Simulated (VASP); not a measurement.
These are LDA (Ceperley-Alder, Perdew-Zunger), VASP's LDA PAW potentials (set 64) (plane waves; VASP 6.6.1) values and carry that method's errors.

VASP input:

**KPOINTS**
```
Automatic mesh
0
Gamma
9 9 9
0 0 0
```

### POSCAR
```
NbP
1
   -1.6894970000     1.6894970000     5.7900490000
    1.6894970000    -1.6894970000     5.7900490000
    1.6894970000     1.6894970000    -5.7900490000
Nb P
2 2
Direct
  0.7498800000   0.7498800000   0.0000000000
  0.4998800000   0.9998800000   0.5000000000
  0.3327500000   0.3327500000   0.0000000000
  0.0827500000   0.5827500000   0.5000000000
```

**INCAR**
```
! general
SYSTEM   =  NbP
PREC     =  Accurate
ENCUT    =  300   ! plane-wave cut-off (eV)
LREAL    =  .FALSE.
LASPH    =  .TRUE.

! electronic loop
EDIFF    =  1E-6
NELM     =  100   ! most electronic steps
ALGO     =  Normal   ! blocked Davidson
LMAXMIX  =  4   ! l cut-off of mixed one-centre charges

! smearing
ISMEAR   =  -1   ! Fermi-Dirac
SIGMA    =  0.136

! ions
ISIF     =  2

! output
LWAVE    =  .FALSE.
LCHARG   =  .FALSE.
```

POTCAR, in this order: Nb_sv P (LDA.64 set). Program: vasp_std.

Output of the run:

OSZICAR:
```
       N       E                     dE             d eps       ncg     rms          rms(c)
DAV:   1     0.244682561720E+03    0.24468E+03   -0.14906E+04  3436   0.110E+03
DAV:   2    -0.200346377896E+02   -0.26472E+03   -0.26030E+03  4608   0.462E+02
DAV:   3    -0.401217758790E+02   -0.20087E+02   -0.19890E+02  6016   0.924E+01
DAV:   4    -0.412599656692E+02   -0.11382E+01   -0.11359E+01  5018   0.197E+01
DAV:   5    -0.413082840731E+02   -0.48318E-01   -0.48291E-01  5832   0.426E+00    0.128E+01
DAV:   6    -0.388778156381E+02    0.24305E+01   -0.13486E+01  4992   0.229E+01    0.500E+00
DAV:   7    -0.388536890714E+02    0.24127E-01   -0.65029E-01  5710   0.456E+00    0.288E+00
DAV:   8    -0.388355995897E+02    0.18089E-01   -0.78267E-02  4624   0.169E+00    0.455E-01
DAV:   9    -0.388347706236E+02    0.82897E-03   -0.11179E-02  5408   0.657E-01    0.248E-01
DAV:  10    -0.388347011820E+02    0.69442E-04   -0.10578E-03  4354   0.344E-01    0.344E-02
DAV:  11    -0.388346909342E+02    0.10248E-04   -0.17587E-04  5584   0.846E-02    0.203E-02
DAV:  12    -0.388346884937E+02    0.24405E-05   -0.20669E-05  5100   0.442E-02    0.480E-03
DAV:  13    -0.388346884215E+02    0.72193E-07   -0.84080E-07  3008   0.795E-03
   1 F= -.38834688E+02 E0= -.38797132E+02  d E =-.751124E-01
```

**OUTCAR**
```
------------------------ aborting loop because EDIFF is reached ----------------------------------------
  FORCE on cell =-STRESS in cart. coord.  units (eV):
  Direction    XX          YY          ZZ          XY          YZ          ZX
  --------------------------------------------------------------------------------------
  Total       -5.9891284     -5.9891284     -5.5472796      0.0000000      0.0000000      0.0000000
  in kB     -145.1500285   -145.1500285   -134.4415639      0.0000000      0.0000000      0.0000000
  external PRESSURE =    -141.5805403 kB  Pullay stress =       0.0000000 kB
  volume of cell :       66.11
      direct lattice vectors                 reciprocal lattice vectors
    -1.689497000  1.689497000  5.790049000     0.000000000  0.295946072  0.086355055
     1.689497000 -1.689497000  5.790049000     0.295946072  0.000000000  0.086355055
     1.689497000  1.689497000 -5.790049000     0.295946072  0.295946072  0.000000000
 POSITION                                       TOTAL-FORCE (eV/Angst)
 -----------------------------------------------------------------------------------
      0.00000      0.00000      8.68368         0.000000      0.000000      0.000412
      1.68950      0.00000      5.78866        -0.000000     -0.000000      0.000412
      0.00000      0.00000      3.85328         0.000000      0.000000     -0.000412
      1.68950     -0.00000      0.95825         0.000000      0.000000     -0.000412
 -----------------------------------------------------------------------------------
    total drift:                                0.000000      0.000000     -0.000100
  FREE ENERGIE OF THE ION-ELECTRON SYSTEM (eV)
  ---------------------------------------------------
  free  energy   TOTEN  =       -38.8346884215 eV

  energy  without entropy=      -38.7595760176  energy(sigma->0) =      -38.79713222
```
(Selected blocks of OUTCAR.)

At this cut-off the stress carries a Pulay error, which pulls relaxed volumes low.

The structure comes from a computed database's NbP entry; how it stands against other phases isn't given here. The cell was not relaxed at this level.
